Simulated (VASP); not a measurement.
An input for Quantum ESPRESSO's pw.x (written as the equivalent of a VASP run, and not itself run):

```
&CONTROL
  calculation = 'scf'
  pseudo_dir = './pseudo'
  outdir = './out'
  tprnfor = .true.
  tstress = .true.
/
&SYSTEM
  ibrav = 0
  nat = 3
  ntyp = 2
  ecutwfc = 84
  occupations = 'smearing'
  smearing = 'gaussian'
  degauss = 0.003675
  input_dft = 'pbe'
/
&ELECTRONS
  conv_thr = 7.3e-09
  electron_maxstep = 100
/
ATOMIC_SPECIES
  Ca 40.078 Ca.upf
  F 18.998 F.upf
CELL_PARAMETERS angstrom
     0.0000000    2.7721922    2.7721922
     2.7721922    0.0000000    2.7721922
     2.7721922    2.7721922    0.0000000
ATOMIC_POSITIONS crystal
  Ca   0.0000000  0.0000000  1.0000000
  F    0.2500000  0.2500000  0.2500000
  F    0.7500000  0.7500000  0.7500000
K_POINTS automatic
  8 8 8 0 0 0
```

Q: Write the VASP files for the same calculation (PBE).

A: One answer among several that fit: 
INCAR:
```
! general
SYSTEM=CaF2
PREC  =Accurate
ENCUT =600
LREAL =.FALSE.
LASPH =.TRUE.

! electronic loop
EDIFF =1E-7
NELM  =100
ALGO  =Normal

! smearing
ISMEAR=0
SIGMA =0.05

! functional
GGA   =PE

! ions
ISIF  =2

! output
LWAVE =.FALSE.
LCHARG=.FALSE.
```

File KPOINTS:
```
Automatic mesh
0
Gamma
8 8 8
0 0 0
```

File POSCAR:
```
CaF2
1
    0.0000000000     2.7721922368     2.7721922368
    2.7721922368     0.0000000000     2.7721922368
    2.7721922368     2.7721922368     0.0000000000
Ca F
1 2
Direct
  0.0000000000   0.0000000000   1.0000000000
  0.2500000000   0.2500000000   0.2500000000
  0.7500000000   0.7500000000   0.7500000000
```

POTCAR, in this order: Ca_sv F (PBE.64 set). Program: vasp_std.

The two are equivalent in intent, not identical: the potentials are each code's own (VASP's PAW set, PseudoDojo norm-conserving files in pw.x), so ENCUT and ecutwfc are chosen apart and not converted; conv_thr bounds pw.x's estimated SCF error, while EDIFF bounds the energy change between steps.

The compound is CaF2 in the fluorite structure. This cell was strained or had an atom moved on purpose.
